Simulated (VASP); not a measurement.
Input:

```yaml
crystal:
  lattice:
    - [0.00000, 3.03052, 3.03052]
    - [3.03052, 0.00000, 3.03052]
    - [3.03052, 3.03052, 0.00000]
  atoms:
    - { symbol: Pb, position: [0.00000, 0.00000, 0.00000] }
    - { symbol: F, position: [0.25000, 0.25000, 0.25000] }
    - { symbol: F, position: [0.75000, 0.75000, 0.75000] }
```

Level of theory: optB88-vdW, VASP's PBE PAW potentials (set 64) (plane waves; VASP 6.6.1). Numerical set-up: 520 eV cut-off, 7×7×7 Γ-centred mesh, Gaussian smearing of 0.050 eV, potentials Pb_d F.

**Question.** Estimate the energy per atom (σ→0), pressure.

**Answer.** 
The energy per atom (σ→0) is -2.489 eV/atom and the pressure is -3.69 GPa.

Only differences to runs with the same potentials and settings are physical.

The compound is PbF2 in the fluorite structure, the β form. This cell is one point of a volume scan, at 1.06 of the reference volume.
